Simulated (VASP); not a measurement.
```
AlN
1.0
    0.00000     2.19382     2.19382
    2.19382     0.00000     2.19382
    2.19382     2.19382     0.00000
Al N
1 1
Direct
  0.00000   0.00000   0.00000
  0.75000   0.75000   0.75000
```

Calculation: PBE GGA, VASP's PBE PAW potentials (set 64) (plane waves; VASP). Numerical set-up: 400 eV cut-off, 9×9×9 Γ-centred mesh, Fermi-Dirac smearing of 0.050 eV, potentials Al N.

**Question.** Give the electronic dielectric tensor ε∞ (DFPT, local fields included).

**Answer.** 
```
4.61  0.00  0.00
0.00  4.61  0.00
0.00  0.00  4.61
```

**Question.** Give the Born effective charges.

**Answer.** 
```json
[
 {"atom": "Al1", "Z*xx": "2.53", "Z*yy": "2.53", "Z*zz": "2.53", "mean": "2.53"},
 {"atom": "N2", "Z*xx": "-2.53", "Z*yy": "-2.53", "Z*zz": "-2.53", "mean": "-2.53"}
]
```

**Question.** And the static tensor with the ions free?

**Answer.** 
```
8.48  0.00  0.00
0.00  8.48  0.00
0.00  0.00  8.48
```

**Question.** Which frequencies do the optical Γ-point modes have (no LO-TO splitting)?

**Answer.** 647 (×3) cm⁻¹.

The piezoelectric tensor e of the same run, ions relaxed (C/m²):

```tsv
	xx	yy	zz	yz	xz	xy
x	0.00	0.00	0.00	-0.50	0.00	0.00
y	0.00	0.00	0.00	0.00	-0.50	0.00
z	0.00	0.00	0.00	0.00	0.00	-0.50
```

The structure comes from a computed database's AlN entry; how it stands against other phases isn't given here. The cell was not relaxed at this level. The run is one of a series of settings (EDIFF = 1E-8, IBRION = 8, LEPSILON = .TRUE., NSW = 1 against the base run), some of them coarse on purpose.
